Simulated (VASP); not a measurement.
OSZICAR of a VASP run on TiCo (CsCl type):

OSZICAR:
```
       N       E                     dE             d eps       ncg     rms          rms(c)
DAV:   1     0.159076393450E+03    0.15908E+03   -0.10550E+04  3360   0.189E+03
DAV:   2    -0.253940348158E+01   -0.16162E+03   -0.15913E+03  3420   0.413E+02
DAV:   3    -0.117925934571E+02   -0.92532E+01   -0.91794E+01  5444   0.107E+02
DAV:   4    -0.120652041207E+02   -0.27261E+00   -0.27137E+00  4188   0.149E+01
DAV:   5    -0.120737632370E+02   -0.85591E-02   -0.85582E-02  4888   0.256E+00    0.124E+01
DAV:   6    -0.100453450082E+02    0.20284E+01   -0.92659E+00  4594   0.443E+01    0.275E+00
DAV:   7    -0.106097269269E+02   -0.56438E+00   -0.43999E+00  5468   0.201E+01    0.104E+01
DAV:   8    -0.100389594957E+02    0.57077E+00   -0.23224E+00  5054   0.155E+01    0.261E+00
DAV:   9    -0.100293062715E+02    0.96532E-02   -0.10613E-01  4400   0.417E+00    0.764E-01
DAV:  10    -0.100259121481E+02    0.33941E-02   -0.16240E-02  5262   0.147E+00    0.235E-01
DAV:  11    -0.100257752337E+02    0.13691E-03   -0.23121E-03  4966   0.433E-01    0.379E-02
DAV:  12    -0.100257616357E+02    0.13598E-04   -0.13048E-04  3744   0.160E-01    0.167E-02
DAV:  13    -0.100257600962E+02    0.15396E-05   -0.52650E-06  4390   0.296E-02    0.526E-03
DAV:  14    -0.100257609612E+02   -0.86508E-06   -0.97879E-07  4722   0.119E-02    0.857E-04
DAV:  15    -0.100257610860E+02   -0.12477E-06   -0.55241E-08  2098   0.251E-03    0.894E-04
DAV:  16    -0.100257609763E+02    0.10970E-06   -0.24294E-08  1920   0.198E-03    0.307E-04
DAV:  17    -0.100257609246E+02    0.51737E-07   -0.13042E-08  1800   0.110E-03
   1 F= -.10025761E+02 E0= -.10025761E+02  d E =0.000000E+00
```

**Question.** Which electronic solver shows in the log?

**Answer.** It is blocked Davidson (ALGO = Normal, or the opening steps of other solvers). The INCAR had ALGO = Normal.

**Question.** How was spin treated?

**Answer.** Without spin polarisation: there is no mag entry.

**Question.** Can the final energy be trusted as converged?

**Answer.** Self-consistency was reached. It stopped with EDIFF = 1E-7, NELM = 100 (optB88-vdW, plane waves, VASP's PBE PAW potentials (set 64)).

The compound is TiCo in the CsCl type structure. It was relaxed first. The run is not spin-polarised, so no magnetic state was tried. The electron count is odd and the run is not spin-polarised, which forces a metal.
